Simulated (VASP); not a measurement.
Computed with RPBE GGA, VASP's PBE PAW potentials (set 64) (plane waves; VASP 6.6.1).

The input files of a VASP run:

### INCAR
```
! general
SYSTEM  =  Mg
PREC    =  Accurate
ENCUT   =  520   ! plane-wave cut-off (eV)
LREAL   =  .False.   ! projection in real space or not
LASPH   =  .True.

! electronic loop
EDIFF   =  1E-7
NELM    =  100
ALGO    =  Normal   ! blocked Davidson

! smearing
ISMEAR  =  -5   ! tetrahedra, Bloechl

! functional
GGA     =  RP   ! RPBE

! ions
ISIF    =  2

! output
LWAVE   =  .False.
LCHARG  =  .True.
LORBIT  =  11   ! lm-projected
NEDOS   =  601
```

File POSCAR:
```
Mg
1.0
  1.6221672009  -2.8096764787   0.0000000000
  1.6221672009   2.8096764787   0.0000000000
  0.0000000000   0.0000000000   5.1690111569
Mg
2
Cartesian
  1.6221672009   0.9365606994   1.2922527892
  1.6221672009  -0.9365606994   3.8767583677
```

File KPOINTS:
```
Automatic mesh
0
Gamma
14 14 8
0 0 0
```

POTCAR, in this order: Mg (PBE.64 set). Program: vasp_std.

Output

### OSZICAR
```
       N       E                     dE             d eps       ncg     rms          rms(c)
DAV:   1     0.874338622418E-02    0.87434E-02   -0.13337E+03  1440   0.478E+02
DAV:   2    -0.267083318272E+01   -0.26796E+01   -0.26127E+01  1920   0.279E+01
DAV:   3    -0.268981461924E+01   -0.18981E-01   -0.19300E-01  2058   0.304E+00
DAV:   4    -0.268988191241E+01   -0.67293E-04   -0.69056E-04  1980   0.146E-01
DAV:   5    -0.268988249500E+01   -0.58260E-06   -0.59659E-06  1998   0.990E-03    0.104E+00
DAV:   6    -0.268905635801E+01    0.82614E-03   -0.90881E-04  1776   0.399E-01    0.670E-01
DAV:   7    -0.268328067805E+01    0.57757E-02   -0.29623E-03  1548   0.667E-01    0.386E-02
DAV:   8    -0.268331819851E+01   -0.37520E-04   -0.13877E-05  2310   0.363E-02    0.996E-03
DAV:   9    -0.268332150701E+01   -0.33085E-05   -0.19926E-06  1704   0.111E-02    0.690E-04
DAV:  10    -0.268332138200E+01    0.12501E-06   -0.93521E-09  1482   0.100E-03    0.195E-04
DAV:  11    -0.268332148134E+01   -0.99336E-07   -0.13855E-09   972   0.334E-04
   1 F= -.26833215E+01 E0= -.26833215E+01  d E =0.000000E+00
```

**OUTCAR**
```
------------------------ aborting loop because EDIFF is reached ----------------------------------------
  FORCE on cell =-STRESS in cart. coord.  units (eV):
  Direction    XX          YY          ZZ          XY          YZ          ZX
  --------------------------------------------------------------------------------------
  Total       -0.1172934     -0.1172934      0.1297540      0.0000000     -0.0000000      0.0000000
  in kB       -3.9883637     -3.9883650      4.4120639      0.0000000     -0.0000000      0.0000000
  external PRESSURE =      -1.1882216 kB  Pullay stress =       0.0000000 kB
  volume of cell :       47.12
      direct lattice vectors                 reciprocal lattice vectors
     1.622167201 -2.809676479  0.000000000     0.308229632 -0.177956432  0.000000000
     1.622167201  2.809676479  0.000000000     0.308229632  0.177956432  0.000000000
     0.000000000  0.000000000  5.169011157     0.000000000  0.000000000  0.193460600
 POSITION                                       TOTAL-FORCE (eV/Angst)
 -----------------------------------------------------------------------------------
      1.62217      0.93656      1.29225         0.000000      0.000000      0.000000
      1.62217     -0.93656      3.87676        -0.000000     -0.000000      0.000000
 -----------------------------------------------------------------------------------
    total drift:                               -0.000001     -0.000006      0.000001
  FREE ENERGIE OF THE ION-ELECTRON SYSTEM (eV)
  ---------------------------------------------------
  free  energy   TOTEN  =        -2.6833214813 eV

  energy  without entropy=       -2.6833214813  energy(sigma->0) =       -2.68332148

 total charge

# of ion       s       p       d       tot
------------------------------------------
    1        0.198   0.123   0.011   0.332
    2        0.198   0.123   0.011   0.332
--------------------------------------------------
tot          0.397   0.246   0.021   0.664
```
(Selected blocks of OUTCAR.)

For a metal the tetrahedron method with Blöchl corrections gives inexact stress and forces.

The compound is Mg in the hcp structure. It was relaxed first.
